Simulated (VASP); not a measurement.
Ge: relaxation of cell and atoms with PBEsol

Crystal: Ge.

```
Ge
1.0
     0.00000    2.82891    2.82891
     2.82891    0.00000    2.82891
     2.82891    2.82891    0.00000
Ge
2
Direct
  0.00000 0.00000 0.00000
  0.25000 0.25000 0.25000
```

```json
{"Program": "VASP 6.6.1", "Task": "relaxation of cell and atoms", "Functional": "PBEsol", "Potentials or basis": "VASP PAW PBE potentials, release 64 (Ge_d)", "Cutoff": "520 eV", "k mesh": "10 × 10 × 10", "Occupations": "gaussian, width 0.02 eV", "Spin": "no spin polarisation", "Further INCAR settings": "ALGO = Normal; EDIFF = 1e-07; IBRION = 2; EDIFFG = -0.002; NSW = 80; ISIF = 3"}
```

| Quantity | Value |
| --- | --- |
| Relaxed volume | 22.82 Å³/atom |
| Relaxed cell | a = 4.011 Å, b = 4.011 Å, c = 4.011 Å, α = 60.00°, β = 60.00°, γ = 60.00° |
| Space group after relaxing (to 0.05 Å) | Fd-3m (No. 227) |
| Energy gained by relaxing | 0.3 meV/atom |
| Ionic steps | 5 |
| Pressure after relaxing | 0.0 GPa |
| Band gap on the k mesh | none (metal or under the smearing width) |

Step by step:
```csv
step,energy change (eV),largest force (eV/Å),pressure (GPa),volume (Å³)
1,0.0000,0.0000,0.54,45.28
2,-0.0006,0.0000,-0.10,45.78
3,-0.0007,0.0000,-0.06,45.67
4,-0.0007,0.0000,0.03,45.63
5,-0.0007,0.0000,-0.01,45.64
```

Final structure:
```
Ge
1.0
     0.00000    2.83653    2.83653
     2.83653    0.00000    2.83653
     2.83653    2.83653    0.00000
Ge
2
Direct
  0.00000 0.00000 0.00000
  0.25000 0.25000 0.25000
```

Levels at points of the mesh, in eV from the Fermi level:
```csv
k point,band 10,band 11,band 12,band 13,band 14,band 15,band 16,band 17,band 18
"(0.00, 0.00, 0.00)",-24.50,-12.74,-0.09,-0.01,-0.01,-0.01,2.52,2.52,2.52
"(0.50, 0.00, 0.00)",-24.47,-10.66,-7.60,-1.40,-1.40,0.09,3.70,3.70,6.95
"(0.50, 0.50, 0.00)",-24.46,-8.88,-8.88,-3.07,-3.07,0.67,0.67,9.42,9.42
```

Run time: 28 s on 4 MPI ranks on Intel(R) Xeon(R) Platinum 8488C (Sapphire Rapids), on a shared host, peak memory 0.17 GiB a rank.

Caveat: the PAW data sets were made with another functional, which shifts forces and pressure a little; this crystal is a semiconductor, whose small gap the functional closes, so the metal is an error of the method. Zero-point motion and thermal expansion aren't in these numbers.
